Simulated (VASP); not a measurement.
Consider the following.

```
CELL_PARAMETERS angstrom
      4.62727     0.00000     0.00000
      0.00000     3.02941     0.00000
      0.00000     0.00000     4.85827
ATOMIC_POSITIONS crystal
  Hf 0.25000 0.50000 0.27040
  Hf 0.75000 0.50000 0.72960
  Ir 0.75000 0.00000 0.20886
  Ir 0.25000 0.00000 0.79114
```

These are PBEsol GGA with spin-orbit coupling, VASP's PBE PAW potentials (set 64) (plane waves; VASP) values and carry that method's errors. Settings: 400 eV cut-off, 6×9×6 Γ-centred mesh, Gaussian smearing of 0.050 eV, potentials Hf_pv Ir.

Question: The job: HfIr (space group Pmma), 4 atoms, PBEsol+SOC, static run, 400 eV, 6×9×6 Γ-centred mesh. Roughly how much core time does it take on a busy server core?

Answer: About 5 core-minutes (one run on a shared machine, a rough figure). It had 80 irreducible k-points, 46 bands, up to 2520 plane waves and 15 electronic steps.

The structure comes from a computed database's HfIr entry (Pmma); how it stands against other phases isn't given here. It was relaxed first.
